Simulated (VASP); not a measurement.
# Mg5Sb (space group Amm2): computed properties

Level of theory: PBEsol GGA, VASP's PBE PAW potentials (set 64) (plane waves; VASP 6.6.1).

```json
{
 "space_group": "Amm2 (38)",
 "cell": "a = 5.2468 Å, b = 3.2549 Å, c = 16.0924 Å, α = 90.00°, β = 90.00°, γ = 90.00°",
 "volume_per_atom": "22.90 Å³/atom",
 "band gap (over mesh and band path)": "none (metal, semimetal or under 0.01 eV)",
 "band_gap_with_spin_orbit_coupling": "none (metallic)",
 "density": "2.94 g/cm³"
}
```

```yaml
crystal:
  lattice:
    - [5.24675, 0.00000, 0.00000]
    - [0.00000, 1.62744, 8.04622]
    - [0.00000, -1.62744, 8.04622]
  atoms:
    - { symbol: Mg, position: [0.50000, 0.99964, 0.99964] }
    - { symbol: Mg, position: [0.50000, 0.66766, 0.66766] }
    - { symbol: Mg, position: [0.50000, 0.33354, 0.33354] }
    - { symbol: Mg, position: [0.00000, 0.88857, 0.88857] }
    - { symbol: Mg, position: [0.00000, 0.55409, 0.55409] }
    - { symbol: Sb, position: [0.00000, 0.22315, 0.22315] }
```

Unless said otherwise, spin-orbit coupling is left out, though it shifts the bands of the heavy elements here.

The structure comes from a computed database's Mg5Sb entry (Amm2); how it stands against other phases isn't given here. It was relaxed first. Symmetry was kept, so distortions that lower it aren't found. The electron count is odd and the run is not spin-polarised, which forces a metal.
